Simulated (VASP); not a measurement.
Energy against volume of ZrC (rock salt). Calculation: revTPSS meta-GGA, VASP's PBE PAW potentials (set 64) (plane waves; VASP). Settings: 520 eV cut-off, 13×13×13 Γ-centred mesh, first-order Methfessel-Paxton smearing of 0.10 eV, potentials Zr_sv C.

```json
[
 {"V (Å³/atom)": "12.180", "E (eV/atom)": "-4.99670"},
 {"V (Å³/atom)": "12.568", "E (eV/atom)": "-5.02475"},
 {"V (Å³/atom)": "12.957", "E (eV/atom)": "-5.03353"},
 {"V (Å³/atom)": "13.346", "E (eV/atom)": "-5.02574"}
]
```

**Question.** Fit these four points and predict the energy of the run at 13.735 Å³/atom.

**Answer.** A cubic in V^(−2/3), the third-order Birch-Murnaghan form, passes through the four points with V0 = 12.96 Å³/atom and B0 = 227 GPa, and gives -5.0038 eV/atom there. The run gave -5.0037 eV/atom, +0.1 meV/atom from the fit; all five points give B0 = 227 GPa.

The compound is ZrC in the rock salt structure. It was relaxed first.
